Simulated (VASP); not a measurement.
An input for Quantum ESPRESSO's pw.x (written as the equivalent of a VASP run, and not itself run):

```
&CONTROL
  calculation = 'vc-relax'
  pseudo_dir = './pseudo'
  outdir = './out'
  tprnfor = .true.
  tstress = .true.
  nstep = 60
  forc_conv_thr = 0.00039
/
&SYSTEM
  ibrav = 0
  nat = 2
  ntyp = 2
  ecutwfc = 88
  occupations = 'smearing'
  smearing = 'gaussian'
  degauss = 0.003675
  input_dft = 'pz'
/
&ELECTRONS
  conv_thr = 7.3e-08
  electron_maxstep = 100
/
&IONS
/
&CELL
/
ATOMIC_SPECIES
  Na 22.990 Na.upf
  I 126.904 I.upf
CELL_PARAMETERS angstrom
     0.0000000    3.1263995    3.1263995
     3.1263995    0.0000000    3.1263995
     3.1263995    3.1263995    0.0000000
ATOMIC_POSITIONS crystal
  Na   0.0000000  0.0000000  1.0000000
  I    0.5000000  0.5000000  0.5000000
K_POINTS automatic
  7 7 7 0 0 0
```

### Question
Write the VASP files for the same calculation (LDA).

### Answer
This is not unique; one that fits is 
### INCAR
```
! general
SYSTEM  = NaI
PREC    = Accurate
ENCUT   = 400
LREAL   = .FALSE.   ! projection in real space or not
LASPH   = .TRUE.

! electronic loop
EDIFF   = 1E-6   ! SCF stop (eV)
NELM    = 100   ! most electronic steps
ALGO    = Normal   ! blocked Davidson
LMAXMIX = 4

! smearing
ISMEAR  = 0   ! Gaussian
SIGMA   = 0.05   ! width (eV)

! ions
IBRION  = 2   ! conjugate gradients
NSW     = 60   ! most ionic steps
ISIF    = 3
EDIFFG  = -0.01   ! ionic stop

! output
LWAVE   = .FALSE.
LCHARG  = .FALSE.
```

**POSCAR**
```
NaI
1
    0.0000000000     3.1263994542     3.1263994542
    3.1263994542     0.0000000000     3.1263994542
    3.1263994542     3.1263994542     0.0000000000
Na I
1 1
Direct
  0.0000000000   0.0000000000   1.0000000000
  0.5000000000   0.5000000000   0.5000000000
```

**KPOINTS**
```
Automatic
0
Gamma
 7 7 7
0 0 0
```

POTCAR, in this order: Na_pv I (LDA.64 set). Program: vasp_std.

The two are equivalent in intent, not identical: the potentials are each code's own (VASP's PAW set, PseudoDojo norm-conserving files in pw.x), so ENCUT and ecutwfc are chosen apart and not converted; conv_thr bounds pw.x's estimated SCF error, while EDIFF bounds the energy change between steps; forc_conv_thr acts on force components and is met together with etot_conv_thr.

The structure comes from a computed database's NaI entry (Fm-3m); how it stands against other phases isn't given here. It was relaxed first, which changed the volume by -8 %. The start is the result of an earlier pass.
